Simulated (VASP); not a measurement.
Computed with PBE GGA, VASP's PBE PAW potentials (set 64) (plane waves; VASP).

VASP input:

**INCAR**
```
! general
SYSTEM  = CuAu
PREC    = Accurate
ENCUT   = 520
LREAL   = .FALSE.
LASPH   = .TRUE.

! electronic loop
EDIFF   = 1E-7
NELM    = 100
ALGO    = Normal
LMAXMIX = 6

! smearing
ISMEAR  = 1
SIGMA   = 0.1

! functional
GGA     = PE

! ions
IBRION  = 2
NSW     = 30
ISIF    = 4
EDIFFG  = -0.01

! output
LWAVE   = .FALSE.
LCHARG  = .FALSE.
```

KPOINTS:
```
Automatic mesh
0
Gamma
13 13 10
0 0 0
```

**POSCAR**
```
CuAu
1.0
  2.8101811057   0.0000000000   0.0000000000
  0.0000000000   2.8101811057   0.0000000000
  0.0000000000   0.0000000000   3.6874459713
Cu Au
1 1
direct
  0.0000000000   0.0000000000   0.0000000000
  0.5000000000   0.5000000000   0.5000000000
```

POTCAR, in this order: Cu Au (PBE.64 set). Program: vasp_std.

Output

OSZICAR:
```
       N       E                     dE             d eps       ncg     rms          rms(c)
DAV:   1     0.132001585704E+03    0.13200E+03   -0.11564E+04  5240   0.212E+03
DAV:   2    -0.332002398203E+01   -0.13532E+03   -0.12931E+03  5145   0.333E+02
DAV:   3    -0.797815302071E+01   -0.46581E+01   -0.45995E+01  6321   0.727E+01
DAV:   4    -0.802704535436E+01   -0.48892E-01   -0.48883E-01  5781   0.637E+00
DAV:   5    -0.802851706939E+01   -0.14717E-02   -0.14717E-02  7584   0.120E+00    0.115E+01
DAV:   6    -0.748411318446E+01    0.54440E+00   -0.83348E+00  5153   0.842E+01    0.549E+00
DAV:   7    -0.711416151158E+01    0.36995E+00   -0.31901E+00  6225   0.893E+01    0.575E+00
DAV:   8    -0.705660927528E+01    0.57552E-01   -0.27715E-01  6789   0.139E+01    0.273E+00
DAV:   9    -0.705003110361E+01    0.65782E-02   -0.18774E-02  7844   0.296E+00    0.121E-01
DAV:  10    -0.704974613724E+01    0.28497E-03   -0.23734E-03  6649   0.735E-01    0.698E-02
DAV:  11    -0.704975051169E+01   -0.43745E-05   -0.57029E-05  5761   0.789E-02    0.468E-02
DAV:  12    -0.704974492788E+01    0.55838E-05   -0.59945E-06  7173   0.874E-02    0.326E-03
DAV:  13    -0.704974476449E+01    0.16338E-06   -0.55461E-07  6681   0.152E-02    0.120E-03
DAV:  14    -0.704974482432E+01   -0.59831E-07   -0.92613E-08  3194   0.109E-02
   1 F= -.70497448E+01 E0= -.70498034E+01  d E =-.704974E+01
       N       E                     dE             d eps       ncg     rms          rms(c)
DAV:   1    -0.705023817613E+01   -0.49341E-03   -0.19799E-02  5579   0.135E+00    0.129E-01
DAV:   2    -0.704998988243E+01    0.24829E-03   -0.37005E-04  7444   0.525E-01    0.777E-02
DAV:   3    -0.704990462099E+01    0.85261E-04   -0.38434E-04  6274   0.669E-01    0.566E-02
DAV:   4    -0.704985605965E+01    0.48561E-04   -0.19810E-04  6466   0.472E-01    0.937E-03
DAV:   5    -0.704985655169E+01   -0.49204E-06   -0.69423E-06  5534   0.288E-02    0.624E-03
DAV:   6    -0.704985656564E+01   -0.13955E-07   -0.61763E-07  6117   0.204E-02
   2 F= -.70498566E+01 E0= -.70499097E+01  d E =-.111741E-03
       N       E                     dE             d eps       ncg     rms          rms(c)
DAV:   1    -0.705103633002E+01   -0.11798E-02   -0.57643E-02  5565   0.230E+00    0.221E-01
DAV:   2    -0.705031083870E+01    0.72549E-03   -0.10793E-03  7458   0.893E-01    0.132E-01
DAV:   3    -0.705006227517E+01    0.24856E-03   -0.11121E-03  6254   0.114E+00    0.962E-02
DAV:   4    -0.704992135289E+01    0.14092E-03   -0.57548E-04  6461   0.804E-01    0.160E-02
DAV:   5    -0.704992276556E+01   -0.14127E-05   -0.20078E-05  5578   0.498E-02    0.106E-02
DAV:   6    -0.704992280321E+01   -0.37649E-07   -0.18284E-06  7380   0.344E-02    0.244E-03
DAV:   7    -0.704992273195E+01    0.71261E-07   -0.45292E-07  4825   0.231E-02
   3 F= -.70499227E+01 E0= -.70499636E+01  d E =-.177908E-03
```

### OUTCAR
```
------------------------ aborting loop because EDIFF is reached ----------------------------------------
  FORCE on cell =-STRESS in cart. coord.  units (eV):
  Direction    XX          YY          ZZ          XY          YZ          ZX
  --------------------------------------------------------------------------------------
  Total        0.8380641      0.8380641      0.8335097      0.0000000     -0.0000000      0.0000000
  in kB       46.1098289     46.1098289     45.8592489      0.0000000     -0.0000000      0.0000000
  external PRESSURE =      46.0263022 kB  Pullay stress =       0.0000000 kB
  volume of cell :       29.12
      direct lattice vectors                 reciprocal lattice vectors
     2.804517463  0.000000000 -0.000000000     0.356567578  0.000000000  0.000000000
     0.000000000  2.804517463 -0.000000000     0.000000000  0.356567578  0.000000000
     0.000000000  0.000000000  3.702354394     0.000000000  0.000000000  0.270098401
 POSITION                                       TOTAL-FORCE (eV/Angst)
 -----------------------------------------------------------------------------------
      0.00000      0.00000      0.00000         0.000000      0.000000      0.000000
      1.40226      1.40226      1.85118         0.000000      0.000000      0.000000
 -----------------------------------------------------------------------------------
    total drift:                                0.000000      0.000000     -0.000000
  FREE ENERGIE OF THE ION-ELECTRON SYSTEM (eV)
  ---------------------------------------------------
  free  energy   TOTEN  =        -7.0499227320 eV

  energy  without entropy=       -7.0500454070  energy(sigma->0) =       -7.04996362

 reached required accuracy - stopping structural energy minimisation
```
(Selected blocks of OUTCAR.)

### CONTCAR
```
CuAu
   1.00000000000000
     2.8045174626433802    0.0000000000000000   -0.0000000000000000
     0.0000000000000000    2.8045174626433802   -0.0000000000000000
     0.0000000000000000    0.0000000000000000    3.7023543936958059
  Cu              Au
     1     1
Direct
     0.0000000000000000    0.0000000000000000    0.0000000000000000
     0.5000000000000000    0.5000000000000000    0.5000000000000000
```

**OUTCAR**
```
 val. band max:        8.7604505408   @ k =   0.4615   0.1538   0.4000

 cond. band min:       8.8049344467   @ k =   0.4615   0.3846   0.1000


 Fermi energy:         8.7953292038

 k-point     1 :       0.0000    0.0000    0.0000
  band No.  band energies     occupation
      1      -1.0419      2.00000
      2       2.0987      2.00000
      3       2.2703      2.00000
      4       4.6777      2.00000
      5       4.6777      2.00000
      6       5.7449      2.00000
      7       5.9007      2.00000
      8       6.5919      2.00000
      9       7.0462      2.00000
     10       7.2698      2.00000
     11       7.2698      2.00000
     12      10.7381     -0.00000
     13      16.6306      0.00000
     14      18.8459      0.00000
     15      18.8459      0.00000

 k-point     2 :       0.0769    0.0000    0.0000
  band No.  band energies     occupation
      1      -0.9028      2.00000
      2       2.1701      2.00000
      3       2.3488      2.00000
      4       4.5903      2.00000
      5       4.7096      2.00000
      6       5.6829      2.00000
      7       5.9235      2.00000
      8       6.5868      2.00000
      9       6.9886      2.00000
     10       7.0542      2.00000
     11       7.2416      2.00000
     12      11.1429      0.00000
     13      16.4751      0.00000
     14      18.0868      0.00000
     15      19.0826      0.00000

 k-point     3 :       0.1538    0.0000    0.0000
  band No.  band energies     occupation
      1      -0.5014      2.00000
      2       2.3270      2.00000
      3       2.6251      2.00000
      4       4.3426      2.00000
      5       4.8026      2.00000
      6       5.5075      2.00000
      7       5.9729      2.00000
      8       6.5880      2.00000
      9       6.6335      2.00000
     10       6.8457      2.00000
     11       7.1592      2.00000
     12      12.1251      0.00000
     13      15.4460      0.00000
     14      17.2667      0.00000
     15      19.7585      0.00000
...
```

Unless said otherwise, spin-orbit coupling is left out, though it shifts the bands of the heavy elements here.

The compound is CuAu in the L1_0 structure. This cell is one point of a volume scan, at 0.97 of the reference volume. Symmetry was kept, so distortions that lower it aren't found.
